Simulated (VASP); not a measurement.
Consider the following.

```yaml
crystal:
  lattice:
    - [-2.00602, 2.00602, 2.00602]
    - [2.00602, -2.00602, 2.00602]
    - [2.00602, 2.00602, -2.00602]
  atoms:
    - { symbol: Na, position: [0.00000, 0.00000, 0.00000] }
```

These are PBEsol GGA, VASP's PBE PAW potentials (set 64) (plane waves; VASP) values and carry that method's errors. Run with 480 eV cut-off, 12×12×12 Γ-centred mesh, first-order Methfessel-Paxton smearing of 0.10 eV, potentials Na_pv.

Q: Estimate the energy per atom (σ→0), pressure, band gap (on the k-mesh) with the smallest direct gap where there is one.

A: 
```
Quantity                                                    Result
------------------------  ----------------------------------------
band gap (on the k-mesh)  none (metal, semimetal or under 0.01 eV)
energy per atom (σ→0)                               -1.383 eV/atom
pressure                                                  1.10 GPa
```

The compound is Na in the bcc structure. This cell was strained or had an atom moved on purpose.
